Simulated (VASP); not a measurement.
Consider the following.

```
MgF2
1.0
    4.53235     0.00000     0.00000
    0.00000     4.53235     0.00000
    0.00000     0.00000     2.99917
Mg F
2 4
Direct
  0.00000   0.00000   0.00000
  0.50000   0.50000   0.50000
  0.30276   0.30276   0.00000
  0.80276   0.19724   0.50000
  0.19724   0.80276   0.50000
  0.69724   0.69724   0.00000
```

Level of theory: LDA (Ceperley-Alder, Perdew-Zunger), VASP's LDA PAW potentials (set 64) (plane waves; VASP). Numerical set-up: 520 eV cut-off, 6×6×8 Γ-centred mesh, tetrahedra with Blöchl corrections, potentials Mg F.

Question: Tabulate the total density of states (states/eV per cell) against energy (eV; zero at the valence-band maximum or, without a gap, the Fermi level).

Answer: 
```csv
E (eV),DOS (states/eV)
-9.93,0.00
-9.09,0.00
-8.25,0.00
-7.41,0.00
-6.57,0.00
-5.73,0.00
-4.89,0.00
-4.17,0.61
-3.33,3.26
-2.49,4.63
-1.65,6.98
-0.81,10.2
0.03,0.01
0.87,0.00
1.71,0.00
2.55,0.00
3.39,0.00
4.23,0.00
4.95,0.00
5.79,0.00
6.63,0.00
7.47,0.05
8.31,0.22
9.15,0.39
9.99,0.58
```
Within 2 eV below the valence-band maximum the largest weight inside VASP's projection spheres is F p.

The compound is MgF2 in the rutile structure. It was relaxed first, which changed the volume by -5 %.
